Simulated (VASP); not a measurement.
Given:

```
CdO
1.0
    0.00000     2.37174     2.37174
    2.37174     0.00000     2.37174
    2.37174     2.37174     0.00000
Cd O
1 1
Direct
  0.00000   0.00000   0.00000
  0.50000   0.50000   0.50000
```

Calculation: rev-vdW-DF2, VASP's PBE PAW potentials (set 64) (plane waves; VASP). Run with 520 eV cut-off, 15×15×15 Γ-centred mesh, tetrahedra with Blöchl corrections, potentials Cd O.

Problem. Estimate the energy per atom (σ→0), band gap (on the k-mesh) with the smallest direct gap where there is one.

Solution. 
- band gap (on the k-mesh) = none (metal, semimetal or under 0.01 eV)
- energy per atom (σ→0) = -175.9 kJ/mol of atoms

The compound is CdO in the rock salt structure. It was relaxed first.
